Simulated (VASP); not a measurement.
VASP input:

**POSCAR**
```
GaAs
1
    0.0000000000     2.8709131497     2.8709131497
    2.8284858617     0.0424272879     2.8284858617
    2.8284858617     2.8284858617     0.0424272879
Ga As
1 1
Direct
  0.0000000000   0.0000000000   0.0000000000
  0.2500000000   0.2500000000   0.2500000000
```

### KPOINTS
```
Automatic mesh
0
Gamma
 8 8 8
```

### INCAR
```
# general
SYSTEM  = GaAs
PREC    = Accurate
ENCUT   = 480
LREAL   = .False.
LASPH   = .True.

# electronic loop
EDIFF   = 1E-7
NELM    = 100
ALGO    = Normal
LMAXMIX = 4

# smearing
ISMEAR  = 0
SIGMA   = 0.05

# functional
GGA     = PS

# ions
IBRION  = 2
NSW     = 30
ISIF    = 2
EDIFFG  = -0.01

# output
LWAVE   = .False.
LCHARG  = .False.
```

POTCAR, in this order: Ga_d As (PBE.64 set). Program: vasp_std.

### Question
Write an equivalent input for Ansatz.

### Answer
One equivalent input (not run):
Ansatz 0.2 input:
```yaml
crystal:
  lattice:
    - [0.0000000, 2.8709131, 2.8709131]
    - [2.8284859, 0.0424273, 2.8284859]
    - [2.8284859, 2.8284859, 0.0424273]
  atoms:
    - { symbol: Ga, position: [0.0000000, 0.0000000, 0.0000000] }
    - { symbol: As, position: [0.2500000, 0.2500000, 0.2500000] }
kpoints:
  mp_grid: { grid: [8, 8, 8] }
hamiltonian:
  xc: pbesol
  pseudopotentials: { kind: paw }
scf:
  occupations: { method: gaussian, width: 0.05 }
  max_iter: 100
relax:
  max_steps: 30
  f_tol: 0.01
output: { forces: true, stress: true, eigenvalues: true }
```
Limits of the translation: each code has its own PAW files, so the cut-off isn't converted (ENCUT is set for VASP's; basis.ecutwfc is left out, and Ansatz then takes the one that its files recommend); Ansatz stops its SCF on the density residual and VASP on the energy change (EDIFF).

The compound is GaAs in the zinc blende structure. This cell was strained or had an atom moved on purpose. Symmetry was kept, so distortions that lower it aren't found.
